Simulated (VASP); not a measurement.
Input:

```
InP
1.0
    0.00000     2.94269     2.94269
    2.94269     0.00000     2.94269
    2.94269     2.94269     0.00000
In P
1 1
Direct
  0.00000   0.00000   0.00000
  0.25000   0.25000   0.25000
```

Calculation: TPSS meta-GGA, VASP's PBE PAW potentials (set 64) (plane waves; VASP). Numerical set-up: 520 eV cut-off, 8×8×8 Γ-centred mesh, Gaussian smearing of 0.050 eV, potentials In_d P.

Unless said otherwise, spin-orbit coupling is left out, though it shifts the bands of the heavy elements here.

Problem. Estimate the energy per atom (σ→0), pressure, band gap (on the k-mesh) with the smallest direct gap where there is one.

Solution. 
```yaml
band gap (on the k-mesh): 0.77 eV
smallest direct gap (on the k-mesh): 0.77 eV
energy per atom (σ→0): -10.629 eV/atom
pressure: 1.85 GPa
```

The absolute energy has meaning only against runs of the same code, potentials and settings.

The compound is InP in the zinc blende structure. This cell is one point of a volume scan, at 0.97 of the reference volume.
